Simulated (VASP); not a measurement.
Output of a VASP run:

File OSZICAR:
```
       N       E                     dE             d eps       ncg     rms          rms(c)
DAV:   1     0.130813235724E+03    0.13081E+03   -0.10975E+04  3323   0.268E+03
DAV:   2     0.101626668431E+01   -0.12980E+03   -0.11960E+03  3206   0.396E+02
DAV:   3    -0.793505440521E+01   -0.89513E+01   -0.86900E+01  3643   0.113E+02
DAV:   4    -0.804392875921E+01   -0.10887E+00   -0.10877E+00  3571   0.121E+01
DAV:   5    -0.804535413826E+01   -0.14254E-02   -0.14253E-02  4074   0.137E+00    0.539E+00
DAV:   6    -0.768855618622E+01    0.35680E+00   -0.40731E+00  4091   0.579E+01    0.404E+00
DAV:   7    -0.740070500720E+01    0.28785E+00   -0.99444E-01  3628   0.360E+01    0.871E-01
DAV:   8    -0.739729661909E+01    0.34084E-02   -0.64854E-02  3355   0.270E+00    0.375E-01
DAV:   9    -0.739328790612E+01    0.40087E-02   -0.31003E-03  4971   0.154E+00    0.893E-02
DAV:  10    -0.739322267180E+01    0.65234E-04   -0.75219E-04  3787   0.424E-01    0.422E-02
DAV:  11    -0.739322456685E+01   -0.18950E-05   -0.19125E-04  4612   0.357E-01    0.319E-02
DAV:  12    -0.739320919921E+01    0.15368E-04   -0.36957E-05  4621   0.106E-01    0.248E-03
DAV:  13    -0.739320939164E+01   -0.19243E-06   -0.23129E-06  3225   0.162E-02
   1 F= -.41820452E+01 E0= -.41824354E+01  d E =-.418205E+01
```

OUTCAR:
```
------------------------ aborting loop because EDIFF is reached ----------------------------------------
  FORCE on cell =-STRESS in cart. coord.  units (eV):
  Direction    XX          YY          ZZ          XY          YZ          ZX
  --------------------------------------------------------------------------------------
  Total        3.2143301      3.2143301      3.2143301     -0.0000000     -0.0000000      0.0000000
  in kB      300.2957696    300.2957696    300.2957696     -0.0000000     -0.0000000      0.0000000
  external PRESSURE =       0.2957696 kB  Pullay stress =     300.0000000 kB
  volume of cell :       17.15
      direct lattice vectors                 reciprocal lattice vectors
     2.578797732  0.000000000  0.000000000     0.387777602  0.000000000  0.000000000
     0.000000000  2.578797732  0.000000000     0.000000000  0.387777602  0.000000000
     0.000000000  0.000000000  2.578797732     0.000000000  0.000000000  0.387777602
 POSITION                                       TOTAL-FORCE (eV/Angst)
 -----------------------------------------------------------------------------------
      0.00000      0.00000      0.00000         0.000000      0.000000      0.000000
      1.28940      1.28940      1.28940         0.000000      0.000000      0.000000
 -----------------------------------------------------------------------------------
    total drift:                                0.000000      0.000000     -0.000000
  FREE ENERGIE OF THE ION-ELECTRON SYSTEM (eV)
  ---------------------------------------------------
  free  energy   TOTEN  =        -7.3932093916 eV

  energy  without entropy=       -7.3943799403  energy(sigma->0) =       -7.39359957
  enthalpy is  TOTEN    =        -4.1820452095 eV   P V=        3.2111641822

 reached required accuracy - stopping structural energy minimisation
```
(Selected blocks of OUTCAR.)

### POSCAR
```
CuF
1
    2.5787977318     0.0000000000     0.0000000000
    0.0000000000     2.5787977318     0.0000000000
    0.0000000000    -0.0000000000     2.5787977318
Cu F
1 1
Direct
  0.0000000000   0.0000000000   0.0000000000
  0.5000000000   0.5000000000   0.5000000000
```

### Question
Write an INCAR and KPOINTS that could have produced this output.

### Answer
This is not unique; one that fits is the input of the run itself, PBEsol GGA, plane waves, VASP's PBE PAW potentials (set 64).

KPOINTS:
```
Automatic mesh
0
Gamma
14 14 14
0 0 0
```

### INCAR
```
SYSTEM = CuF
PREC = Accurate
ENCUT = 620
EDIFF = 1E-6
NELM = 100
ALGO = Normal
LREAL = .FALSE.
LASPH = .TRUE.
ISMEAR = 1
SIGMA = 0.1
GGA = PS
LMAXMIX = 4
LWAVE = .FALSE.
LCHARG = .FALSE.
IBRION = 2
ISIF = 3
NSW = 40
EDIFFG = -0.02
PSTRESS = 300
```

POTCAR, in this order: Cu F (PBE.64 set). Program: vasp_std.

The structure was generated: CuF was put into the CsCl type type (Pm-3m), which need not be its known phase. It was relaxed first under an external pressure of 30 GPa.
